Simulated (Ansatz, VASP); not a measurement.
One calculation of Li3SiS2, two programs

```
Li Si S
1.0
     3.38803    1.95608    3.53800
    -3.38803    1.95608    3.53800
     0.00000   -3.91216    3.53800
Li Si S
3 1 2
Direct
  0.00000 0.50000 0.00000
  0.50000 0.00000 0.00000
  0.00000 0.00000 0.50000
  0.50000 0.50000 0.50000
  0.72545 0.72545 0.72545
  0.27455 0.27455 0.27455
```

Alike in both runs: functional PBE; k mesh 4 × 4 × 4; occupations gaussian, width 0.1 eV; no spin polarisation.

Ansatz relaxed the structure, and its values are those at the end. VASP's run is a single point on that final structure, the one shown.

```csv
,VASP,Ansatz
version,VASP 6.6.1,Ansatz 0.2.0
potentials or method,"VASP PAW PBE potentials, release 64 (Li_sv, Si, S)","scalar-relativistic, plane waves, PAW"
plane-wave cutoff (eV),520,420
valence electrons in the cell,25,25
```

```tsv
	VASP	Ansatz	Ansatz less VASP
gap on the k mesh at the Fermi level (eV)	none	none	-
rms of the force components (eV/Å)	0.015	0.009	-0.0055
```

A gap of «none» marks a metal or a gap that the smearing closes.
